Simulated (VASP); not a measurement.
Here is the system:

```
CELL_PARAMETERS angstrom
      1.26797    -2.17928     0.00000
      1.26797     2.17928     0.00000
      0.00000     0.00000     3.99937
ATOMIC_POSITIONS crystal
  Co 0.33333 0.66667 0.25000
  Co 0.69407 0.36073 0.75000
```
Starting moments (μB, in the order of the record's atoms Co Co): 1.8 1.8.

The numbers are results of PBE GGA, VASP's PBE PAW potentials (set 64) (plane waves; VASP), not measurements. Settings: 400 eV cut-off, 15×15×8 Γ-centred mesh, second-order Methfessel-Paxton smearing of 0.020 eV, potentials Co.

**Question.** What does the run give for the cell moment, energy per atom (σ→0), pressure, largest force, band gap (on the k-mesh) with the smallest direct gap where there is one?

**Answer.** 
```json
{
  "band gap (on the k-mesh)": "none (metal, semimetal or under 0.01 eV)",
  "cell_moment": "3.26 μB",
  "energy per atom (σ→0)": "-7.029 eV/atom",
  "pressure": "-4.39 GPa",
  "largest_force": "0.182 eV/Å"
}
```

**Question.** Give the moment on each site (PAW-sphere projection).

**Answer.** 
```tsv
site	moment (μB)
Co1	1.66
Co2	1.66
```

Only differences to runs with the same potentials and settings are physical.

The compound is Co in the hcp structure. The cell was not relaxed at this level, atoms are displaced from their ideal sites. The run is one of a series of settings (ISMEAR = 2, SIGMA = 0.02 against the base run), some of them coarse on purpose.
